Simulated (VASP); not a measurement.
Consider the following.

```
CELL_PARAMETERS angstrom
      0.00000     1.75025     1.75025
      1.75025     0.00000     1.75025
      1.75025     1.75025     0.00000
ATOMIC_POSITIONS crystal
  C  0.00000 0.00000 0.00000
  C  0.25000 0.25000 0.25000
```

Computed with PBE0 hybrid, VASP's PBE PAW potentials (set 64) (plane waves; VASP). Numerical set-up: 520 eV cut-off, 10×10×10 Γ-centred mesh, Gaussian smearing of 0.050 eV, potentials C.

### Question
What does the run give for the energy per atom (σ→0), pressure?

### Answer

The energy per atom (σ→0) is -11.049 eV/atom and the pressure is 20.27 GPa.

Total energies compare only between runs with the same potentials, cut-off and functional.

The compound is C in the diamond structure. This cell is one point of a volume scan, at 0.94 of the reference volume. The cell's shape comes from a PBE relaxation.
